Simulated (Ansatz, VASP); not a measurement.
# Mg3SiO: VASP beside Ansatz

One calculation is typed for both programs; each brings its own data sets. How far apart do they land? The cell is generated by rule, not measured, and may not be a known phase. The cell is taken from a series of runs on this material, whose earlier steps may have relaxed, scaled, displaced or heated it; both programs get it as it stands.

Main program and level: Ansatz 0.2.0; plane waves, with VASP 6.6.1 beside it; PBE.

The structure was built from a prototype and need not be the compound's stable phase.

## (1) Starting point

It takes space group R-3c (No. 167, trigonal). The conventional cell has a = 5.970 Å, b = 5.970 Å, c = 14.624 Å, α = 90.00°, β = 90.00°, γ = 120.00°. Mg has 2 O at 2.12 Å and 4 Si at 2.85 to 3.13 Å and 8 Mg at 2.99 Å nearest. Nearest to Si lie 12 Mg at 2.85 to 3.13 Å. O has 6 Mg at 2.12 Å nearest. Farther neighbours and most contacts between anions are not listed.

## (2) Ansatz: relaxation of cell and atoms, PBE

Ansatz runs on its NC files.

The relaxed volume is the usual yardstick between codes: in a stiff, nearly cubic crystal its relative difference is about their pressure difference at one cell divided by the bulk modulus.

input.yaml reads:

```yaml
crystal:
  lattice:
    - [4.2216622333, 4.2216622333, 0.0]
    - [4.2216622333, 0.0, 4.2216622333]
    - [4.2216622333, 0.0, -4.2216622333]
  atoms:
    - { symbol: Mg, position: [0.4765507177, 0.0234492823, 0.5] }
    - { symbol: Mg, position: [0.5234492823, 0.4765507177, 0.0] }
    - { symbol: Mg, position: [0.0, 0.5234492823, 0.0] }
    - { symbol: Mg, position: [0.0, -0.0234492823, 0.5] }
    - { symbol: Mg, position: [0.5234492823, 0.5, 0.5] }
    - { symbol: Mg, position: [0.4765507177, 0.0, 0.0] }
    - { symbol: Si, position: [0.0, 0.5, 0.5] }
    - { symbol: Si, position: [0.0, 0.0, 0.0] }
    - { symbol: O, position: [0.5, 0.25, 0.75] }
    - { symbol: O, position: [0.5, 0.75, 0.25] }
kpoints:
  mp_grid: { grid: [8, 8, 8] }
hamiltonian:
  xc: pbe
  pseudopotentials: { kind: nc }
scf:
  occupations: { method: methfessel_paxton, width: 0.2 }
output:
  forces: true
  stress: true
  eigenvalues: true
relax:
  adjacent_minimum: "off"
  f_tol: 0.002
  max_steps: 120
  cell: { stress_tol: 0.03 }
```

On the command line:

```sh
$ ansatz run input.yaml --threads 8 --pin off --max-ram 14336MiB --backend cpu --events-out ev --progress --plain --runs-dir out
```

Numbers of over 12 decimals in the logs are rounded to 6 here.

Log:

```text
Engine: ansatz 0.2.0, x86_64-unknown-linux-gnu
Pseudopotentials: kind: nc
Pseudopotential: Mg, nc, valence charge 10, recommended cutoff 1142.878222 eV (normal), Mg.nc.azcp
Pseudopotential: Si, nc, valence charge 4, recommended cutoff 489.804952 eV (normal), Si.nc.azcp
Pseudopotential: O, nc, valence charge 6, recommended cutoff 1240 eV (normal), O.nc.azcp
Functional definition: PBE
  parameter kappa = 0.804
  parameter beta = 0.066725
  exchange = pbe_x(kappa = kappa, mu = beta*pi^2/3)
  correlation = pbe_c(beta = beta)
Crystal: 10 atoms, lattice volume = 150.481 Å³
Basis set: ecut = 1240 eV, 15009 PW (Γ), exchange–correlation on 144×144×144 points (8 copies of the dense FFT grid, shifted against one another)
Bands: 50, of which v1, the nominal top of the filled ones, is band 40 counted from 1 (39 counted from 0)
Symmetry: 12 space group operations
Space group: R-3c (ITA 167), of the structure as read, at distance tolerance 5.3e-5 Å
k-points: 65 of 512
Non-local potential: Mg, projectors of the file, l = 0: 2, l = 1: 2
Non-local potential: Si, projectors of the file, l = 0: 2, l = 1: 2, l = 2: 2
Non-local potential: O, projectors of the file, l = 0: 2, l = 1: 2, l = 2: 1
Initial density: superposition of atomic densities (chi_scale 0.1, normalization cell, long waves kept (reshape's long-wave potential 0.01 eV rms))
Initial wavefunctions: pseudopotential atomic-orbital guess
Functional: x = pbe(κ = 0.804, μ = 0.219515), c = pbe(β = 0.066725)
SCF iter   1: F=—  HF=-10864.953266 eV  |F-HF|=—  |Δ(HF+E_count)|=         —  Δρ=9.52e-2  dr2=1.63e1  ethr=3.10e-3  ⟨swp⟩=8.6  Hψ=14227  notcnv=0
preconditioner: auto → Kerker (q_TF=auto, 2.456 Å⁻¹)  [metal: Δε(μ)=0.040 eV  Ē_g=9.088 eV  σ=0.200 eV  W_gap=0.17  n_scr=26 (ndim 8)  ℏωp=17.1 eV  f_vac=0.000  D(μ)=0.15/eV (n_scr^D=0)]
SCF iter   2: F=—  HF=-10862.024278 eV  |F-HF|=—  |Δ(HF+E_count)|=    2.93e0  S|Δr|=    0.00e0  Δρ=3.32e-2  dr2=2.44e0  ethr=3.10e-3  ⟨swp⟩=3.1  Hψ=5726  notcnv=0  defer=198
SCF iter   3: F=—  HF=-10861.572525 eV  |F-HF|=—  |Δ(HF+E_count)|=   4.52e-1  S|Δr|=    0.00e0  Δρ=1.73e-2  dr2=1.09e0  ethr=3.04e-3  ⟨swp⟩=1.1  Hψ=3778  notcnv=0  defer=194
SCF iter   4: F=—  HF=-10861.287619 eV  |F-HF|=—  |Δ(HF+E_count)|=   2.85e-1  S|Δr|=    0.00e0  Δρ=5.00e-3  dr2=5.82e-2  ethr=1.36e-3  ⟨swp⟩=2.0  Hψ=4371  notcnv=0  defer=194
SCF iter   5: F=—  HF=-10861.273692 eV  |F-HF|=—  |Δ(HF+E_count)|=   1.39e-2  S|Δr|=    0.00e0  Δρ=1.84e-3  dr2=5.42e-3  ethr=7.27e-5  ⟨swp⟩=2.0  Hψ=4286  notcnv=0  defer=194
SCF iter   6: F=—  HF=-10861.272080 eV  |F-HF|=—  |Δ(HF+E_count)|=   1.61e-3  S|Δr|=    0.00e0  Δρ=3.10e-4  dr2=7.30e-5  ethr=6.78e-6  ⟨swp⟩=2.0  Hψ=4096  notcnv=0  defer=194
SCF iter   7: F=—  HF=-10861.271840 eV  |F-HF|=—  |Δ(HF+E_count)|=   2.39e-4  S|Δr|=    0.00e0  Δρ=9.45e-5  dr2=9.97e-6  ethr=9.13e-8  ⟨swp⟩=2.7  Hψ=5681  notcnv=0  defer=194
SCF iter   8: F=—  HF=-10861.271839 eV  |F-HF|=—  |Δ(HF+E_count)|=   9.04e-7  S|Δr|=    0.00e0  Δρ=2.28e-5  dr2=2.89e-7  ethr=1.25e-8  ⟨swp⟩=2.5  Hψ=5255  notcnv=0  defer=194
SCF iter   9: F=-10861.271839 eV  HF=-10861.271839 eV  |F-HF|=3.22e-9  |Δ(HF+E_count)|=   3.81e-8  S|Δr|=    0.00e0  Δρ=3.86e-6  dr2=1.44e-8  ethr=1.25e-10  ⟨swp⟩=14.4  Hψ=16662  notcnv=0
SCF 1 converged in 9 iterations: F = -10861.271839 eV  dr2 = 1.44e-8
relax step   1: F+E_penalty+E_count = -10861.27183928 eV  Δ(F+E_penalty+E_count) = +0.000e0 eV  max|allowed force component| = 8.328e-3 eV/Å  Δτ_max = 0.0000 Å  P = +0.158 GPa  Ω = 150.481 Å³  (9 SCF iters, dr2 threshold 1.00e-7 eV, accepted)
[...]
relax step   5: F+E_penalty+E_count = -10861.27614878 eV  Δ(F+E_penalty+E_count) = -7.856e-5 eV  max|allowed force component| = 2.464e-4 eV/Å  Δτ_max = 0.0008 Å  P = +0.005 GPa  Ω = 151.032 Å³  energy of the carried Pulay correction = -9.633e-5 eV  (5 SCF iters, dr2 threshold 5.71e-8 eV, accepted)
[...]
relax step   6: F+E_penalty+E_count = -10861.27625758 eV  Δ(F+E_penalty+E_count) = -1.088e-4 eV  max|allowed force component| = 2.536e-4 eV/Å  Δτ_max = 0.0000 Å  P = +0.007 GPa  Ω = 151.032 Å³  stress off target by 9.20e-3 GPa  SCF on the basis re-selected at this cell (its energy is not comparable with the rows above)  (6 SCF iters)
basis re-selected at this cell: Δ(F+E_penalty+E_count) = -1.088e-4 eV, ΔP = +0.002 GPa vs the last step (what re-selecting the basis moved, of the pressure what is left beyond the Pulay correction that the steps carried, after the strain that the cell walked since its last selection, with what the two solves' SCF thresholds leave and, on support functions, any second-order correction that the steps lacked; it is no m [...]
SCF converged after 6 iterations
Stability not checked: this state was not tested for a lower state beside it, because cold or Methfessel-Paxton smearing, or corrected tetrahedra, fill the levels in a way that the test cannot read (fill_not_monotonic; see scf.lower_state_search)
Free energy (F): -10861.276258 eV
Harris-Foulkes:  -10861.276258 eV  (|F-HF|=1.82e-12)
Internal energy: -10861.277053 eV  (E = F + TS)
E sigma→0 (E₀):  -10861.276456 eV
Entropy (-TS):   0.000796 eV (0.080 meV/atom)
Fermi energy:    8.387525 eV
--- Per-component energies (eV) ---
  E_band       = -2008.625137
  E_kinetic    = 6270.172606
  E_local      = -10861.017416  (includes V_loc(G=0)·N_el)
  E_nonlocal   = -3202.322953
  E_hartree    = 3911.532069
  E_xc         = -1641.223474
  E_vxc        = -2038.521464  (∫ρ·V_xc dr)
  E_ewald      = -5338.417885
  E_smearing   = 0.000796  (= −TS)
  E_closure    = 0.000000  (closes the sum)
  Σ components = -10861.276258   (vs F -10861.276258, Δ=0.00e0)
--- Forces (eV/Å), atoms counted from 1 ---
  atom   1  Mg     0.00000000     0.00025361    -0.00025361
  atom   2  Mg    -0.00000000    -0.00025361     0.00025361
  atom   3  Mg    -0.00025361    -0.00000000    -0.00025361
  atom   4  Mg     0.00025361     0.00000000     0.00025361
  atom   5  Mg    -0.00025361    -0.00025361     0.00000000
  atom   6  Mg     0.00025361     0.00025361    -0.00000000
  atom   7  Si     0.00000000    -0.00000000    -0.00000000
  atom   8  Si    -0.00000000     0.00000000     0.00000000
  atom   9  O      0.00000000    -0.00000000     0.00000000
  atom  10  O      0.00000000     0.00000000     0.00000000
  max |Σ_I F_I| component: 1.14e-18 eV/Å
--- Stress (GPa, compression-positive) ---
        0.006677       0.002525       0.002525
        0.002525       0.006677      -0.002525
        0.002525      -0.002525       0.006677
  P = ⅓ Tr σ = 0.0067 GPa (0.067 kbar)
--- Band table (eV; the first three rows and the last of 65) ---
  k-point 0: bands = [... 36 lower, 5.1093, 7.9640, 7.9640, 8.0253, 9.0689, 9.0689, 10.0881, 10.1362, ... 6 higher]
  k-point 1: bands = [... 36 lower, 5.4201, 7.5410, 7.6131, 7.6131, 9.5903, 9.5903, 10.0047, 10.1914, ... 6 higher]
  k-point 2: bands = [... 36 lower, 5.9595, 6.7458, 7.0967, 7.0967, 9.7158, 10.3651, 10.3651, 10.5974, ... 6 higher]
  k-point 64: bands = [... 36 lower, 6.0331, 6.9901, 7.5861, 8.3408, 9.0313, 10.7827, 10.9343, 11.3294, ... 6 higher]
--- Relaxed structure (5 steps of the walk, 5 accepted, 1 SCFs on fresh bases) ---
  F+E_penalty+E_count = -10861.27625758 eV   max|allowed force component| = 2.536e-4 eV/Å   (the final SCF, on the basis selected at the relaxed cell)
  cell:  # Å, volume = 151.0323 Å³
    - [4.240031, 4.240031, -3.469446951953614e-18]
    - [4.240031, 0.0, 4.240031]
    - [4.213682, 0.026349, -4.213682]
  atoms:
    - { symbol: Mg, position: [0.467038, 0.032962, 0.500000] }
    - { symbol: Mg, position: [0.532962, 0.467038, 5.551115123125783e-17] }
    - { symbol: Mg, position: [-4.336808689942018e-19, 0.532962, 0.0] }
    - { symbol: Mg, position: [1.3010426069826053e-18, -0.032962, 0.500000] }
    - { symbol: Mg, position: [0.532962, 0.500000, 0.500000] }
    - { symbol: Mg, position: [0.467038, 1.6122949491706983e-19, -1.63258610321237e-19] }
    - { symbol: Si, position: [2.320870275476783e-19, 0.500000, 0.5] }
    - { symbol: Si, position: [0, 0, 0] }
    - { symbol: O, position: [0.500000, 0.250000, 0.750000] }
    - { symbol: O, position: [0.5, 0.75, 0.250000] }
```

Reading the cycles: dr2 is the Hartree energy of the density residual (eV), the measure of convergence; HF is the Harris–Foulkes estimate of the energy, which meets the free energy F at convergence.

(Continued in part 2 of 2.)

[Lines on the potential files, build, host, timing and source positions are cut from VASP's logs without a mark.]

[Logs are printed without paths, hosts, clocks, repeated set-up lines and the standing remarks that a program may print on its own settings, such as how far it seeks lower states.]

[Hosts, paths, dates, database ids (printed as entryN), source tags and the programs' standing remarks are cut or masked in the printed files.]
